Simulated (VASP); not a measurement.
Input:

```
CELL_PARAMETERS angstrom
      0.00000     1.95099     1.95099
      1.95099     0.00000     1.95099
      1.95099     1.95099     0.00000
ATOMIC_POSITIONS crystal
  Li 0.00000 0.00000 0.00000
  H  0.50000 0.50000 0.50000
```

These are LDA (Ceperley-Alder, Perdew-Zunger), VASP's LDA PAW potentials (set 64) (plane waves; VASP) values and carry that method's errors. Numerical set-up: 520 eV cut-off, Gaussian smearing of 0.050 eV, potentials Li_sv H.

Give the energies of bands 2 to 4 at the high-symmetry points, in eV from the valence-band maximum.

| band | Γ | X | U | L | W |
|---|---|---|---|---|---|
| 2 | -5.87 | 0.00 | -0.64 | -3.02 | -0.31 |
| 3 | 17.20 | 2.52 | 3.73 | 4.83 | 4.94 |
| 4 | 18.22 | 10.77 | 7.56 | 14.23 | 4.94 |

The gap is direct, 2.52 eV, from the valence maximum at X to the conduction minimum at X.

The compound is LiH in the rock salt structure. It was relaxed first, which changed the volume by -13 %.
